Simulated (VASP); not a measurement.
An input for Ansatz (written as the equivalent of a VASP run, and not itself run):

Ansatz 0.2 input:
```yaml
crystal:
  lattice:
    - [1.7700000, -3.0657300, 0.0000000]
    - [1.7700000, 3.0657300, 0.0000000]
    - [0.0000000, 0.0000000, 5.5500000]
  atoms:
    - { symbol: Tm, position: [0.3333330, 0.6666670, 0.2500000], spin: 2 }
    - { symbol: Tm, position: [0.6666670, 0.3333330, 0.7500000], spin: 2 }
kpoints:
  mp_grid: { grid: [3, 3, 2] }
hamiltonian:
  xc: pbe
  pseudopotentials: { kind: paw }
magnetization: { spin_polarized: true }
scf:
  occupations: { method: gaussian, width: 0.05 }
  max_iter: 100
output: { forces: true, stress: true, eigenvalues: true }
```

Problem. Write the VASP files for the same calculation (PBE).

Solution. Several could match; the one computed here: 
POSCAR:
```
Tm
3.540
  0.5000000000  -0.8660254237   0.0000000000
  0.5000000000   0.8660254237   0.0000000000
  0.0000000000   0.0000000000   1.5677966102
Tm
2
direct
  0.3333330000   0.6666670000   0.2500000000
  0.6666670000   0.3333330000   0.7500000000
```

INCAR:
```
! general
SYSTEM  = Tm
PREC    = Accurate
ENCUT   = 300
LREAL   = F
LASPH   = T   ! aspherical one-centre terms

! electronic loop
EDIFF   = 1E-6
NELM    = 100   ! most electronic steps
ALGO    = Normal
LMAXMIX = 6

! smearing
ISMEAR  = 0
SIGMA   = 0.05   ! width (eV)

! functional
GGA     = PE   ! PBE

! spin
ISPIN   = 2   ! spin-polarised
MAGMOM  = 2.0 2.0

! ions
ISIF    = 2

! output
LWAVE   = F
LCHARG  = F
LORBIT  = 11
```

**KPOINTS**
```
K-points
0
G
 3 3 2
0 0 0
```

POTCAR, in this order: Tm (PBE.64 set). Program: vasp_std.

What does not carry over: each code has its own PAW files, so the cut-off isn't converted (ENCUT is set for VASP's; basis.ecutwfc is left out, and Ansatz then takes the one that its files recommend); Ansatz stops its SCF on the density residual and VASP on the energy change (EDIFF).

The structure is a typed Tm crystal (P6_3/mmc). The cell was not relaxed at this level. The k-mesh is coarse (spacing up to 0.68 per Å, 2π included), so the numbers may not be converged in it. The run is one of a series of settings (KPOINTS 3×3×2 Γ-centred mesh against the base run), some of them coarse on purpose.
